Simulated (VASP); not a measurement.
Method: PBE GGA, VASP's PBE PAW potentials (set 64) (plane waves; VASP).

The input files of a VASP run:

### INCAR
```
SYSTEM = PbTe
PREC = Accurate; ENCUT = 400; LREAL = .False.
LASPH = .True.
EDIFF = 1E-8; NELM = 100; ALGO = Normal
LMAXMIX = 4
ISMEAR = 0; SIGMA = 0.05
GGA = PE
IBRION = 1; NSW = 30; ISIF = 2
EDIFFG = -0.001
LWAVE = .False.; LCHARG = .False.
```

KPOINTS:
```
Automatic mesh
0
Gamma
6 6 6
0 0 0
```

File POSCAR:
```
PbTe
1
    0.0000000000     3.2818670601     3.2818670601
    3.2818670601     0.0000000000     3.2818670601
    3.2818670601     3.2818670601     0.0000000000
Te Pb
1 1
Direct
  0.5000000000   0.5000000000   0.5000000000
  0.0000000000   0.0000000000   0.0000000000
```

POTCAR, in this order: Te Pb_d (PBE.64 set). Program: vasp_std.

Unless said otherwise, spin-orbit coupling is left out, though it shifts the bands of the heavy elements here.

Question: Predict the energy per atom (σ→0), band gap (on the k-mesh).

Answer: 
| Quantity | Value |
|---|---|
| energy per atom (σ→0) | -3.762 eV/atom |
| band gap (on the k-mesh) | 0.83 eV |

### OSZICAR
```
...
DAV:  11    -0.752387080116E+01   -0.91279E-05   -0.25632E-05   514   0.405E-02    0.670E-03
DAV:  12    -0.752387116201E+01   -0.36085E-06   -0.18742E-06   598   0.161E-02    0.628E-03
DAV:  13    -0.752387100997E+01    0.15204E-06   -0.13882E-07   484   0.240E-03    0.198E-03
DAV:  14    -0.752387098104E+01    0.28934E-07   -0.23645E-07   598   0.530E-03    0.109E-03
DAV:  15    -0.752387100792E+01   -0.26886E-07   -0.17074E-08   358   0.123E-03    0.839E-04
DAV:  16    -0.752387103852E+01   -0.30597E-07   -0.32633E-09   242   0.447E-04    0.598E-05
DAV:  17    -0.752387103521E+01    0.33097E-08   -0.92390E-10   236   0.241E-04
   1 F= -.75238710E+01 E0= -.75238710E+01  d E =-.752387E+01
```

The compound is PbTe in the rock salt structure. It was relaxed first. The start is the result of an earlier pass.
